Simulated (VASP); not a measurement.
LiH20ClO10: single point with PBE+D3(BJ)

LiH20ClO10:

```xyz
32
Lattice="7.0068 0.0000 0.0000 0.0000 7.0068 0.0000 0.0000 0.0000 7.0068" Properties=species:S:1:pos:R:3 pbc="T T T"
O     0.6459    0.0745    2.7588
O     6.4770    2.6558    3.4619
O     1.0981    6.2803    5.8697
O     4.5286    4.2772    5.3873
O     5.1430    5.7072    3.0060
O     1.3693    3.2657    5.2088
O     2.6335    2.4941    0.5405
O     3.8408    5.8553    7.5328
O     5.4121    1.0636    6.7894
O     1.5709    4.6361    1.8763
H     1.5931    0.1813    2.5731
H     0.2692    0.9531    2.3027
H     5.6398    2.0913    3.7225
H     6.9266    2.9912    4.3016
H     1.3309    7.0551    5.3017
H     1.2811    6.4337    6.8206
H     4.7273    4.7580    4.5180
H     4.8329    3.2991    5.4621
H     4.8203    6.6292    3.1511
H     5.0667    5.0504    2.2214
H     1.0374    4.1306    5.6508
H     1.9185    3.6138    4.3862
H     3.6147    2.3099    0.4924
H     1.8824    2.2861   -0.0750
H     4.2193    6.7867    7.4363
H     4.2781    5.1620    7.0418
H     6.0146    1.3038    7.5629
H     5.9076    0.9318    5.9178
H     2.2793    5.2165    1.5027
H     1.7967    3.6935    1.7126
Li    7.1661    5.1890    2.9506
Cl    3.3812    1.2619    3.8856
```

The cell was built by a generator and needn't be a form met in nature.

| Quantity | Value |
| --- | --- |
| Program | VASP 6.6.1 |
| Task | single point |
| Functional | PBE |
| Dispersion | D3(BJ) |
| Potentials or basis | VASP PAW PBE potentials, release 64 (O, H, Li_sv, Cl) |
| Cutoff | 520 eV |
| k mesh | 1 × 1 × 1 |
| Occupations | fermi-dirac, width 0.05 eV |
| Spin | no spin polarisation |

The largest force is 3.313 eV/Å. The band gap on the k mesh is 0.03 eV, direct. The dispersion energy per atom is -0.040 eV.

Forces on the atoms (eV/Å):
```
O   -1.910  2.326 -0.379
O   -0.785 -0.997 -0.881
O   -0.467 -1.843 -0.940
O   -0.210 -0.572  0.925
O    0.435 -1.486 -0.002
O    0.690  0.548 -0.642
O   -0.599  1.311  1.324
O   -1.932  1.552  2.045
O   -0.646 -0.392  0.184
O   -0.536  0.720  0.294
H    1.949 -0.089 -0.475
H    0.166 -1.058  0.611
H    1.041  0.508 -0.365
H    0.092  0.070  0.866
H    0.189  1.029 -0.387
H    0.083  0.577  1.365
H    0.017  0.373 -0.582
H   -0.077  0.679  0.055
H   -0.313  0.682 -0.432
H   -0.742  0.172 -0.254
H   -0.109  0.092  0.540
H   -0.104 -0.334  0.902
H    0.660 -0.339 -0.447
H   -0.476 -0.947 -0.988
H    0.280  0.574 -0.518
H    1.864 -2.111 -1.745
H    0.450  0.508 -0.151
H    0.383 -0.201  0.106
H    1.124  0.425 -0.464
H    0.439 -1.710 -0.294
Li  -0.454 -0.199  0.526
Cl  -0.503  0.129  0.204
```

Levels at points of the mesh, in eV from the valence-band top:
```csv
k point,band 35,band 36,band 37,band 38,band 39,band 40,band 41,band 42,band 43,band 44
"(0.00, 0.00, 0.00)",-0.17,-0.12,-0.06,-0.03,0.00,0.03,0.08,0.14,0.17,0.19
```

Run time: 3 min on 1 thread of Intel(R) Xeon(R) Platinum 8488C (Sapphire Rapids), on a shared host, peak memory 0.37 GiB.

Caveat: the cell carries a net charge on a neutralising background, which shifts energy and pressure; the cell is charged against a uniform background, so pressure and absolute levels hang on convention.
